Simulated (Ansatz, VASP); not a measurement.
**Ga2O3: VASP beside Ansatz**

One calculation is typed for both programs; each brings its own data sets. How far apart do they land? The cell is taken from a series of runs on this material, whose earlier steps may have relaxed, scaled, displaced or heated it; both programs get it as it stands.

Method: plane waves, with VASP 6.6.1 beside it; single point at PBE, spin-orbit coupling, in Ansatz 0.2.0.

## (1) The structure

The structure is trigonal, space group R-3c (No. 167). Conventional cell: a = 4.997 Å, b = 4.997 Å, c = 13.451 Å, α = 90.00°, β = 90.00°, γ = 120.00°. Ga has 6 O at 1.93 to 2.08 Å nearest. Nearest to O lie 4 Ga at 1.93 to 2.08 Å. Farther neighbours and most contacts between anions are not listed.

## (2) Ansatz: single point, PBE, spin-orbit coupling

Ansatz runs on its fully relativistic PAW (standard-fr) files.

With cell and atoms fixed, the geometry can't cause a difference; cores, projectors, grids and the points listed under the comparison can.

input.yaml reads:

```yaml
crystal:
  lattice:
    - [2.4986991939, 1.4426246522, 4.4835497685]
    - [-2.4986991939, 1.4426246522, 4.4835497685]
    - [0.0, -2.8852493044, 4.4835497685]
  atoms:
    - { symbol: Ga, position: [0.85558558, 0.85558558, 0.85558558] }
    - { symbol: Ga, position: [0.64441442, 0.64441442, 0.64441442] }
    - { symbol: Ga, position: [0.14441442, 0.14441442, 0.14441442] }
    - { symbol: Ga, position: [0.35558558, 0.35558558, 0.35558558] }
    - { symbol: O, position: [0.75, 0.44683282, 0.05316718] }
    - { symbol: O, position: [0.44683282, 0.05316718, 0.75] }
    - { symbol: O, position: [0.05316718, 0.75, 0.44683282] }
    - { symbol: O, position: [0.25, 0.55316718, 0.94683282] }
    - { symbol: O, position: [0.94683282, 0.25, 0.55316718] }
    - { symbol: O, position: [0.55316718, 0.94683282, 0.25] }
kpoints:
  mp_grid: { grid: [6, 6, 6] }
  band_path:
    path:
      - [0.0, 0.0, 0.0]
      - [0.5, 0.5, 0.5]
      - [0.76431389, 0.23568611, 0.5]
      - [0.5, -0.23568611, 0.23568611]
      - [0.5, 0.0, 0.0]
      - [0.36784305, -0.36784305, 0.0]
      - [0.63215695, 0.0, 0.36784305]
      - [0.5, 0.0, 0.5]
      - [0.0, 0.1666666667, -0.1666666667]
    npoints: 1
hamiltonian:
  xc: pbe
scf:
  occupations: { method: fixed }
  n_extra_bands: 14
magnetization:
  noncollinear: true
  spin_orbit: true
output:
  eigenvalues: true
```

The run is started by

```
$ ansatz run input.yaml --threads 3 --pin off --max-ram 92160MiB --backend cuda --devices 1 --max-vram 13GiB --events-out ev --progress --plain --runs-dir out
```

Numbers of over 12 decimals in the logs are rounded to 6 here.

What it wrote:

```text
scf.n_extra_bands = 14 over 88 filled bands (N_el = 88.0): the run solves 102 bands
GPUs: using 1 of 1 available (devices: 1).
Engine: ansatz 0.2.0, x86_64-unknown-linux-gnu
Pseudopotentials: kind: paw_fr
Pseudopotential: Ga, paw_fr, valence charge 13, recommended cutoff 420 eV (normal), Ga.paw.azcp#standard-fr
Pseudopotential: O, paw_fr, valence charge 6, recommended cutoff 420 eV (normal), O.paw.azcp#standard-fr
Functional definition: PBE
  parameter kappa = 0.804
  parameter beta = 0.066725
  exchange = pbe_x(kappa = kappa, mu = beta*pi^2/3)
  correlation = pbe_c(beta = beta)
non-collinear run that drives no moment, with spin-orbit: no starting moment large enough to seed its density (crystal.atoms[].spin), no starting occupations that ask for one, no magnetisation constraint and no magnetic field, so the semilocal B_xc is pinned to zero
device memory: the entry about to start is reckoned to put 6.2 GiB on a device that reports 44.1 GiB free (of which the cap on the GPU budget leaves the run 13.0 GiB)
GPU FFT provider: cuFFT
GPU libraries: cuBLAS 13.8.2, cuFFT 12.4.0, cuSOLVER 12.3.4
Crystal: 10 atoms, lattice volume = 96.971 Å³
Basis set: ecut = 420 eV, 1899 PW (Γ)
Bands: 102, of which v1, the nominal top of the filled ones, is band 88 counted from 1 (87 counted from 0)
Symmetry: 12 space group operations + 12 with time reversal
Magnetic group: BNS 167.104 (UNI 1334), of the structure as read, at distance tolerance 4.6e-5 Å
k-points: 32 of 216
Projection manifold: j_resolved (fully-relativistic pseudo-atomic orbitals)
Non-local potential: Ga, projectors of the file, l = 0: 2, l = 1: 4, l = 2: 6, l = 3: 2
Non-local potential: O, projectors of the file, l = 0: 2, l = 1: 4, l = 2: 2
PAW form: soft (Blöchl's): semilocal exchange-correlation on the pseudo side does not see the compensation charge
PAW one-centre angular grid: Ga, 590 points (default); XC on 64 Gauss nodes
PAW one-centre angular grid: O, 110 points (default); XC on 64 Gauss nodes
Initial density: superposition of atomic densities (chi_scale 0.1, normalization cell, long waves kept (reshape's long-wave potential 0.00 eV rms))
Initial wavefunctions: pseudopotential atomic-orbital guess
GPU buffer pool allocated for 46656 grid points (all kernels)
GPU transforms: local potential and band sums: pruned to the plane-wave sphere, on 36×36×36
Functional: x = pbe(κ = 0.804, μ = 0.219515), c = pbe(β = 0.066725)
SCF iter   1: F=—  HF=-18542.136659 eV  |F-HF|=—  |Δ(HF+E_count)|=         —  Δρ=1.14e-1  dr2=5.85e0  dr2_m=0.00e0 (ungated)  ethr=3.10e-3  |M|=0.00e0 ∫|m|=0.00e0 μB  |m|>n=0.0e0 m-floor=0.0e0 τ_xc=0.0e0  β_m=0.30  ⟨swp⟩=4.2  Hψ=6138  notcnv=0  defer=272
preconditioner: auto → Resta (q_TF=auto, 2.685 Å⁻¹)  ε∞=4.8  [insulator: Δε(μ)=3.127 eV  Ē_g=18.104 eV  n_scr=26 (ndim 8)  ℏωp=35.4 eV  f_vac=0.000  ε∞_Penn≈4.8]
spin=Noncollinear: Resta preconditioning applied to the charge; magnetization (m_x, m_y, m_z) channels mix plain (no charge-response kernel on spin).
SCF iter   2: F=—  HF=-18540.907373 eV  |F-HF|=—  |Δ(HF+E_count)|=    1.23e0  Δρ=7.48e-2  dr2=2.46e0  dr2_m=0.00e0 (ungated)  ethr=3.10e-3  |M|=0.00e0 ∫|m|=0.00e0 μB  |m|>n=0.0e0 m-floor=0.0e0 τ_xc=0.0e0  β_m=0.55  ⟨swp⟩=3.0  Hψ=3322  notcnv=0  defer=256
SCF iter   3: F=—  HF=-18540.064101 eV  |F-HF|=—  |Δ(HF+E_count)|=   8.43e-1  Δρ=1.68e-2  dr2=1.63e-1  dr2_m=0.00e0 (ungated)  ethr=2.79e-3  |M|=0.00e0 ∫|m|=0.00e0 μB  |m|>n=0.0e0 m-floor=0.0e0 τ_xc=0.0e0  β_m=0.60  ⟨swp⟩=2.7  Hψ=2733  notcnv=0  defer=222
SCF iter   4: F=—  HF=-18540.038633 eV  |F-HF|=—  |Δ(HF+E_count)|=   2.55e-2  Δρ=4.17e-3  dr2=1.51e-2  dr2_m=0.00e0 (ungated)  ethr=1.86e-4  |M|=0.00e0 ∫|m|=0.00e0 μB  |m|>n=0.0e0 m-floor=0.0e0 τ_xc=0.0e0  β_m=0.74  ⟨swp⟩=2.0  Hψ=2818  notcnv=0  defer=310
SCF iter   5: F=—  HF=-18540.050190 eV  |F-HF|=—  |Δ(HF+E_count)|=   1.16e-2  Δρ=2.23e-3  dr2=3.93e-3  dr2_m=0.00e0 (ungated)  ethr=1.72e-5  |M|=0.00e0 ∫|m|=0.00e0 μB  |m|>n=0.0e0 m-floor=0.0e0 τ_xc=0.0e0  β_m=0.75  ⟨swp⟩=2.1  Hψ=2920  notcnv=0  defer=320
SCF iter   6: F=—  HF=-18540.051036 eV  |F-HF|=—  |Δ(HF+E_count)|=   8.46e-4  Δρ=3.85e-4  dr2=1.45e-4  dr2_m=0.00e0 (ungated)  ethr=4.47e-6  |M|=0.00e0 ∫|m|=0.00e0 μB  |m|>n=0.0e0 m-floor=0.0e0 τ_xc=0.0e0  β_m=0.87  ⟨swp⟩=2.0  Hψ=2838  notcnv=0  defer=320
SCF iter   7: F=—  HF=-18540.050647 eV  |F-HF|=—  |Δ(HF+E_count)|=   3.89e-4  Δρ=8.22e-5  dr2=8.62e-6  dr2_m=0.00e0 (ungated)  ethr=1.64e-7  |M|=0.00e0 ∫|m|=0.00e0 μB  |m|>n=0.0e0 m-floor=0.0e0 τ_xc=0.0e0  β_m=0.94  ⟨swp⟩=2.0  Hψ=2931  notcnv=0  defer=288
SCF iter   8: F=—  HF=-18540.050992 eV  |F-HF|=—  |Δ(HF+E_count)|=   3.45e-4  Δρ=2.44e-5  dr2=6.31e-7  dr2_m=0.00e0 (ungated)  ethr=9.79e-9  |M|=0.00e0 ∫|m|=0.00e0 μB  |m|>n=0.0e0 m-floor=0.0e0 τ_xc=0.0e0  β_m=0.97  ⟨swp⟩=2.0  Hψ=3005  notcnv=0  defer=222
SCF iter   9: F=-18540.050993 eV  HF=-18540.050993 eV  |F-HF|=1.64e-8  |Δ(HF+E_count)|=   7.66e-7  Δρ=4.30e-6  dr2=1.83e-8  dr2_m=0.00e0 (ungated)  ethr=1.14e-10  |M|=0.00e0 ∫|m|=0.00e0 μB  |m|>n=0.0e0 m-floor=0.0e0 τ_xc=0.0e0  ⟨swp⟩=11.8  Hψ=6355  notcnv=0
SCF 1 converged in 9 iterations: F = -18540.050993 eV  dr2 = 1.83e-8
  greatest PAW one-centre occupation: 0.997 electrons in one spin orbital (limit 2), on the Ga atom at site 1 (counted from 0), in its partial waves of l = 2
device memory: the entry about to start is reckoned to put 4.1 GiB on a device that reports 42.3 GiB free (of which the cap on the GPU budget leaves the run 13.0 GiB)
NSCF: frozen V_eff on 9 k-points
SCF converged after 9 iterations
Magnetization: |M| = 0.0000 μB,  M = (+0.0000, +0.0000, +0.0000) μB
Absolute magnetization: 0.0000 μB (∫|m|)
  site 0: m = (+0.0000, +0.0000, +0.0000) μB, |m| = 0.0000 μB  (R = 0.80 Å)
  site 1: m = (+0.0000, +0.0000, +0.0000) μB, |m| = 0.0000 μB  (R = 0.80 Å)
  site 2: m = (+0.0000, +0.0000, +0.0000) μB, |m| = 0.0000 μB  (R = 0.80 Å)
  site 3: m = (+0.0000, +0.0000, +0.0000) μB, |m| = 0.0000 μB  (R = 0.80 Å)
  site 4: m = (+0.0000, +0.0000, +0.0000) μB, |m| = 0.0000 μB  (R = 0.80 Å)
  site 5: m = (+0.0000, +0.0000, +0.0000) μB, |m| = 0.0000 μB  (R = 0.80 Å)
  site 6: m = (+0.0000, +0.0000, +0.0000) μB, |m| = 0.0000 μB  (R = 0.80 Å)
  site 7: m = (+0.0000, +0.0000, +0.0000) μB, |m| = 0.0000 μB  (R = 0.80 Å)
  site 8: m = (+0.0000, +0.0000, +0.0000) μB, |m| = 0.0000 μB  (R = 0.80 Å)
  site 9: m = (+0.0000, +0.0000, +0.0000) μB, |m| = 0.0000 μB  (R = 0.80 Å)
Free energy (F): -18540.050993 eV
Harris-Foulkes:  -18540.050993 eV  (|F-HF|=1.64e-8)
Internal energy: -18540.050993 eV  (E = F + TS)
E sigma→0 (E₀):  -18540.050993 eV
Fermi energy:    9.148905 eV
--- Per-component energies (eV) ---
  E_band       = 7.483077
  E_kinetic    = 1524.298829
  E_local      = -8530.439883  (includes V_loc(G=0)·N_el)
  E_nonlocal   = 2024.628341
  E_hartree    = 3856.420714
  E_xc         = -713.458612
  E_vxc        = -791.929385  (∫ρ·V_xc dr)
  E_paw        = -8947.905906  (= ΣΔE_a)
  E_vpaw       = -1931.932088  (= ΣTr[D̂ρ^β])
  E_aug_tail   = 0.014647  (compensation charges beyond the density's cutoff)
  E_ewald      = -7753.609124
  E_smearing   = -0.000000  (= −TS)
  E_closure    = 0.000000  (closes the sum)
  Σ components = -18540.050993   (vs F -18540.050993, Δ=0.00e0)
--- Band table (eV; the first three rows and the last of 32) ---
  k-point 0: bands = [... 84 lower, 8.8950, 8.8950, 8.9026, 8.9026, 11.9367, 11.9367, 15.8177, 15.8177, ... 10 higher]
  k-point 1: bands = [... 84 lower, 8.9630, 8.9630, 9.0737, 9.0737, 12.7820, 12.7820, 15.7196, 15.7196, ... 10 higher]
  k-point 2: bands = [... 84 lower, 8.9549, 8.9549, 9.0904, 9.0904, 14.2611, 14.2611, 15.6006, 15.6006, ... 10 higher]
  k-point 31: bands = [... 84 lower, 8.8583, 8.8583, 8.8583, 8.8583, 14.9931, 14.9931, 14.9931, 14.9931, ... 10 higher]
```

In the SCF lines HF is the Harris–Foulkes energy and dr2 the Hartree energy of the density residual, in eV; the loop may stop once dr2 is under the threshold and the program's other checks hold. Hψ counts applications of the Hamiltonian.

[end of part 1 of 2]

[Lines on the potential files, build, host, timing and source positions are cut from VASP's logs without a mark.]

[Logs are printed without paths, hosts, clocks, repeated set-up lines and the standing remarks that a program may print on its own settings, such as how far it seeks lower states.]

[Hosts, paths, dates, database ids (printed as entryN), source tags and the programs' standing remarks are cut or masked in the printed files.]
